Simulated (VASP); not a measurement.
```
CeO2
1.0
    0.00000     2.75279     2.75279
    2.75279     0.00000     2.75279
    2.75279     2.75279     0.00000
Ce O
1 2
Direct
  0.00000   0.00000   0.00000
  0.25000   0.25000   0.25000
  0.75000   0.75000   0.75000
```

Calculation: RPBE GGA, VASP's PBE PAW potentials (set 64) (plane waves; VASP 6.6.1). Run with 520 eV cut-off, Gaussian smearing of 0.050 eV, potentials Ce O.

Predict the band gap (along the path) with the smallest direct gap where there is one.

- band gap (along the path): 1.80 eV
- smallest direct gap (along the path): 1.88 eV

The absolute energy has meaning only against runs of the same code, potentials and settings.

The compound is CeO2 in the fluorite structure. It was relaxed first, which changed the volume by +5 %. The run is not spin-polarised, so no magnetic state was tried.
